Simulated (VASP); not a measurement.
Write the native input for VASP 6.6.1 that does the following.

```
Task                   : single point
Functional             : PBE
Potentials or basis    : VASP PAW PBE potentials, release 64 (W_sv)
Cutoff                 : 400 eV
k mesh                 : 14 × 14 × 14
Occupations            : gaussian, width 0.1 eV
Spin                   : no spin polarisation
Further INCAR settings : ALGO = Fast; EDIFF = 1e-07; NBANDS = 13
```

The structure of W lies in POSCAR:

```
W
1.0
   -1.5823450000      1.5823450000      1.5823450000
    1.5823450000     -1.5823450000      1.5823450000
    1.5823450000      1.5823450000     -1.5823450000
W
1
Direct
    0.0000000000      0.0000000000      0.0000000000
```

These files were run (other wordings do the same):

INCAR

```
SYSTEM = W
ALGO = Fast
EDIFF = 1E-7
ENCUT = 400
GGA = PE
ISIF = 2
ISMEAR = 0
LASPH = .True.
LCHARG = .False.
LREAL = .False.
LWAVE = .False.
NBANDS = 13
NELM = 100
PREC = Accurate
SIGMA = 0.1
```

KPOINTS

```
k-points
0
Gamma
  14 14 14
  0 0 0
```

Potentials or basis: VASP PAW PBE potentials, release 64 (W_sv).

Run with:

```bash
$ cat potpaw_PBE.64/W_sv/POTCAR > POTCAR
$ mpirun -np 1 vasp_std > vasp.out
```

It gave:

| Item | Value |
| --- | --- |
| Pressure | 6.6 GPa |
| Band gap on the k mesh | none (metal or under the smearing width) |

Wall time 22 s on 1 thread of AMD EPYC 7R43 64-Core Processor (Zen 3), on a shared host, peak memory 0.09 GiB.
